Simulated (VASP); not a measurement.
VASP input:

File KPOINTS:
```
kpoints
0
gamma
  14 14 14
```

POSCAR:
```
CoAl
1.0
  2.6729227241   0.0000000000   0.0000000000
  0.0000000000   2.6729227241   0.0000000000
  0.0000000000   0.0000000000   2.6729227241
Al Co
1 1
Cart
  1.3364613621   1.3364613621   1.3364613621
  0.0000000000   0.0000000000   0.0000000000
```

INCAR:
```
ALGO = Normal
EDIFF = 1E-6
EDIFFG = -0.02
ENCUT = 500
GGA = PS
IBRION = 2
ISIF = 3
ISMEAR = 1
LASPH = T
LCHARG = F
LMAXMIX = 4
LREAL = F
LWAVE = F
NELM = 100
NSW = 40
PREC = Accurate
PSTRESS = 450
SIGMA = 0.1
SYSTEM = CoAl
```

POTCAR, in this order: Al Co (PBE.64 set). Program: vasp_std.

Question: Write an equivalent input for Ansatz.

Answer: One equivalent input (not run):
Ansatz 0.2 input:
```yaml
crystal:
  lattice:
    - [2.6729227, 0.0000000, 0.0000000]
    - [0.0000000, 2.6729227, 0.0000000]
    - [0.0000000, 0.0000000, 2.6729227]
  atoms:
    - { symbol: Al, position: [0.5000000, 0.5000000, 0.5000000] }
    - { symbol: Co, position: [0.0000000, 0.0000000, 0.0000000] }
kpoints:
  mp_grid: { grid: [14, 14, 14] }
hamiltonian:
  xc: pbesol
  pseudopotentials: { kind: paw }
scf:
  occupations: { method: methfessel_paxton, width: 0.1 }
  max_iter: 100
relax:
  max_steps: 40
  f_tol: 0.02
  cell: { p_target: 45 }
output: { forces: true, stress: true, eigenvalues: true }
```
The two are equivalent in intent, not identical: each code has its own PAW files, so the cut-off isn't converted (ENCUT is set for VASP's; basis.ecutwfc is left out, and Ansatz then takes the one that its files recommend); Ansatz stops its SCF on the density residual and VASP on the energy change (EDIFF).

The compound is CoAl in the CsCl type structure. It was relaxed first under an external pressure of 45 GPa.
